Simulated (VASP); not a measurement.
Data:

```xyz
4
Lattice="3.8219 0.0000 0.0000 0.0000 3.8219 0.0000 0.0000 0.0000 18.1336" Properties=species:S:1:pos:R:3 pbc="T T T"
Sn     1.9110     0.0000     7.8815
Sn     0.0000     1.9110    10.2521
O      1.9110     1.9110     9.0668
O      0.0000     0.0000     9.0668
```

Calculation: PBE GGA with D3 dispersion (Becke-Johnson damping), VASP's PBE PAW potentials (set 64) (plane waves; VASP). Numerical set-up: PREC = Normal, 500 eV cut-off, 12×12×1 Γ-centred mesh, Gaussian smearing of 0.050 eV, potentials Sn_d O.

Q: Predict the energy per atom (σ→0).

A: 
| Item | Value |
|---|---|
| energy per atom (σ→0) | -5.782 eV/atom |

The cell is a sheet with vacuum, built from SnO (litharge).
